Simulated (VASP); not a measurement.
All values below come from RPBE GGA, VASP's PBE PAW potentials (set 64) (plane waves; VASP).

A VASP calculation is set up with these files.

**KPOINTS**
```
Automatic
0
Gamma
 15 15 15
0 0 0
```

POSCAR:
```
V
2.6240570
 -0.5773502634   0.5773502634   0.5773502634
  0.5773502634  -0.5773502634   0.5773502634
  0.5773502634   0.5773502634  -0.5773502634
V
1
Cart
  0.0000000000   0.0000000000   0.0000000000
```

INCAR:
```
SYSTEM = V
PREC = Accurate; ENCUT = 400; LREAL = .FALSE.
LASPH = .TRUE.
EDIFF = 1E-6; NELM = 100; ALGO = Normal
LMAXMIX = 4
ISMEAR = 1; SIGMA = 0.1
GGA = RP
ISIF = 2
LWAVE = .FALSE.; LCHARG = .FALSE.
```

POTCAR, in this order: V_sv (PBE.64 set). Program: vasp_std.

Output of the run:

OUTCAR:
```
 ion  position               nearest neighbor table
   1  0.000  0.000  0.000-
  LATTYP: Found a body centered cubic cell.
 ALAT       =     3.0300000000
 Subroutine PRICEL returns:
 Original cell was already a primitive cell.
 Subroutine GETGRP returns: Found 48 space group operations
The static configuration has the point symmetry O_h .
The dynamic configuration has the point symmetry O_h .
 Subroutine INISYM returns: Found 48 space group operations
 Subroutine IBZKPT returns following result:
 Found    120 irreducible k-points:

 Following reciprocal coordinates:
            Coordinates               Weight
  0.000000  0.000000  0.000000      1.000000
  0.066667  0.000000  0.000000     12.000000
  0.133333  0.000000  0.000000     12.000000
  0.200000  0.000000  0.000000     12.000000
  0.266667  0.000000  0.000000     12.000000
  0.333333  0.000000  0.000000     12.000000
  0.400000  0.000000  0.000000     12.000000
  0.466667  0.000000  0.000000     12.000000
  0.066667  0.066667  0.000000     24.000000
  0.133333  0.066667  0.000000     48.000000
...
```

### OSZICAR
```
       N       E                     dE             d eps       ncg     rms          rms(c)
DAV:   1     0.725890635549E+02    0.72589E+02   -0.64817E+03  2402   0.118E+03
DAV:   2    -0.866735908160E+01   -0.81256E+02   -0.79553E+02  2466   0.332E+02
DAV:   3    -0.989100187114E+01   -0.12236E+01   -0.12008E+01  2538   0.480E+01
DAV:   4    -0.989825231736E+01   -0.72504E-02   -0.72478E-02  2430   0.388E+00
DAV:   5    -0.989832377871E+01   -0.71461E-04   -0.71462E-04  2500   0.386E-01    0.171E+01
DAV:   6    -0.852776770962E+01    0.13706E+01   -0.58172E+00  2410   0.357E+01    0.144E+00
DAV:   7    -0.851303592135E+01    0.14732E-01   -0.17591E-02  2414   0.205E+00    0.897E-01
DAV:   8    -0.850576602691E+01    0.72699E-02   -0.62863E-03  2412   0.128E+00    0.593E-02
DAV:   9    -0.850580663702E+01   -0.40610E-04   -0.65581E-05  2424   0.127E-01    0.287E-02
DAV:  10    -0.850580972823E+01   -0.30912E-05   -0.98321E-06  2422   0.386E-02    0.162E-03
DAV:  11    -0.850581067079E+01   -0.94255E-06   -0.10078E-07  1208   0.505E-03
   1 F= -.85058107E+01 E0= -.85059922E+01  d E =0.544470E-03
```

### OUTCAR
```
------------------------ aborting loop because EDIFF is reached ----------------------------------------
  FORCE on cell =-STRESS in cart. coord.  units (eV):
  Direction    XX          YY          ZZ          XY          YZ          ZX
  --------------------------------------------------------------------------------------
  Total       -0.2835261     -0.2835261     -0.2835261      0.0000000     -0.0000000     -0.0000000
  in kB      -32.6592179    -32.6592179    -32.6592179      0.0000000     -0.0000000     -0.0000000
  external PRESSURE =     -32.6592179 kB  Pullay stress =       0.0000000 kB
  volume of cell :       13.91
      direct lattice vectors                 reciprocal lattice vectors
    -1.515000000  1.515000000  1.515000000     0.000000000  0.330033003  0.330033003
     1.515000000 -1.515000000  1.515000000     0.330033003  0.000000000  0.330033003
     1.515000000  1.515000000 -1.515000000     0.330033003  0.330033003  0.000000000
 POSITION                                       TOTAL-FORCE (eV/Angst)
 -----------------------------------------------------------------------------------
      0.00000      0.00000      0.00000         0.000000      0.000000      0.000000
 -----------------------------------------------------------------------------------
    total drift:                                0.000000      0.000000      0.000000
  FREE ENERGIE OF THE ION-ELECTRON SYSTEM (eV)
  ---------------------------------------------------
  free  energy   TOTEN  =        -8.5058106708 eV

  energy  without entropy=       -8.5063551411  energy(sigma->0) =       -8.50599216
```
(Selected blocks of OUTCAR.)

The compound is V in the bcc structure. The cell was not relaxed at this level. The run is one of a series of settings (GGA = RP against the base run), some of them coarse on purpose. The run is not spin-polarised, so no magnetic state was tried.
